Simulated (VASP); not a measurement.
Energy against volume of HgTe (zinc blende). Computed with RPBE GGA, VASP's PBE PAW potentials (set 64) (plane waves; VASP). Numerical set-up: 520 eV cut-off, 9×9×9 Γ-centred mesh, first-order Methfessel-Paxton smearing of 0.10 eV, potentials Hg Te.

| V (Å³/atom) | E (eV/atom) |
|---|---|
| 37.434 | -1.48151 |
| 38.591 | -1.48503 |
| 39.749 | -1.48236 |
| 40.907 | -1.47456 |

Problem. Fit these four points and predict the energy of the run at 36.276 Å³/atom.

Solution. A cubic in V^(−2/3), the third-order Birch-Murnaghan form, passes through the four points with V0 = 38.63 Å³/atom and B0 = 28 GPa, and gives -1.4705 eV/atom there. The run gave -1.4705 eV/atom, -0.0 meV/atom from the fit; all five points give B0 = 28 GPa.

The compound is HgTe in the zinc blende structure. It was relaxed first, which changed the volume by +15 %.
